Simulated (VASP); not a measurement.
Calculation: LDA (Ceperley-Alder, Perdew-Zunger), VASP's LDA PAW potentials (set 64) (plane waves; VASP).

VASP ran on this input.

POSCAR:
```
Mg
1.0
  1.5719740124  -2.7227392831   0.0000000000
  1.5719740124   2.7227392831   0.0000000000
  0.0000000000   0.0000000000   5.0052750909
Mg
2
Cart
  1.5719740124   0.9075815762   1.2513187727
  1.5719740124  -0.9075815762   3.7539563182
```

KPOINTS:
```
kpoints
0
Gamma
  15 15 8
```

### INCAR
```
ALGO = Normal
EDIFF = 1E-7
ENCUT = 520
ISIF = 2
ISMEAR = -5
LASPH = T
LCHARG = T
LORBIT = 11
LREAL = F
LWAVE = F
NEDOS = 601
NELM = 100
PREC = Accurate
SYSTEM = Mg
```

POTCAR, in this order: Mg (LDA.64 set). Program: vasp_std.

Output of the run:

File OSZICAR:
```
       N       E                     dE             d eps       ncg     rms          rms(c)
DAV:   1    -0.763739425388E+00   -0.76374E+00   -0.13053E+03  1620   0.473E+02
DAV:   2    -0.362277463131E+01   -0.28590E+01   -0.27773E+01  2274   0.287E+01
DAV:   3    -0.364145709603E+01   -0.18682E-01   -0.18945E-01  2244   0.306E+00
DAV:   4    -0.364149491147E+01   -0.37815E-04   -0.41207E-04  2292   0.115E-01
DAV:   5    -0.364149498584E+01   -0.74371E-07   -0.78812E-07  2184   0.444E-03    0.956E-01
DAV:   6    -0.362963490268E+01    0.11860E-01   -0.52585E-04  2094   0.195E-01    0.607E-01
DAV:   7    -0.362040812588E+01    0.92268E-02   -0.18618E-03  1812   0.357E-01    0.308E-02
DAV:   8    -0.362041549956E+01   -0.73737E-05   -0.13118E-05  2544   0.272E-02    0.641E-03
DAV:   9    -0.362042034920E+01   -0.48496E-05   -0.65962E-07  1986   0.554E-03    0.616E-04
DAV:  10    -0.362042058929E+01   -0.24009E-06   -0.33893E-09  1356   0.553E-04    0.866E-05
DAV:  11    -0.362042064849E+01   -0.59203E-07   -0.19322E-10  1092   0.119E-04
   1 F= -.36204206E+01 E0= -.36204206E+01  d E =0.000000E+00
```

File OUTCAR:
```
------------------------ aborting loop because EDIFF is reached ----------------------------------------
  FORCE on cell =-STRESS in cart. coord.  units (eV):
  Direction    XX          YY          ZZ          XY          YZ          ZX
  --------------------------------------------------------------------------------------
  Total       -0.0848011     -0.0848011      0.0711612      0.0000000      0.0000000      0.0000000
  in kB       -3.1710477     -3.1710487      2.6609977      0.0000000      0.0000000      0.0000000
  external PRESSURE =      -1.2270329 kB  Pullay stress =       0.0000000 kB
  volume of cell :       42.85
      direct lattice vectors                 reciprocal lattice vectors
     1.571974012 -2.722739283  0.000000000     0.318071416 -0.183638589  0.000000000
     1.571974012  2.722739283  0.000000000     0.318071416  0.183638589  0.000000000
     0.000000000  0.000000000  5.005275091     0.000000000  0.000000000  0.199789219
 POSITION                                       TOTAL-FORCE (eV/Angst)
 -----------------------------------------------------------------------------------
      1.57197      0.90758      1.25132         0.000000     -0.000000      0.000000
      1.57197     -0.90758      3.75396        -0.000000      0.000000      0.000000
 -----------------------------------------------------------------------------------
    total drift:                               -0.000001     -0.000006      0.000001
  FREE ENERGIE OF THE ION-ELECTRON SYSTEM (eV)
  ---------------------------------------------------
  free  energy   TOTEN  =        -3.6204206485 eV

  energy  without entropy=       -3.6204206485  energy(sigma->0) =       -3.62042065

 total charge

# of ion       s       p       d       tot
------------------------------------------
    1        0.218   0.145   0.013   0.376
    2        0.218   0.145   0.013   0.376
--------------------------------------------------
tot          0.436   0.290   0.026   0.752
```
(Selected blocks of OUTCAR.)

For a metal the tetrahedron method with Blöchl corrections gives inexact stress and forces.

The compound is Mg in the hcp structure. It was relaxed first, which changed the volume by -8 %.
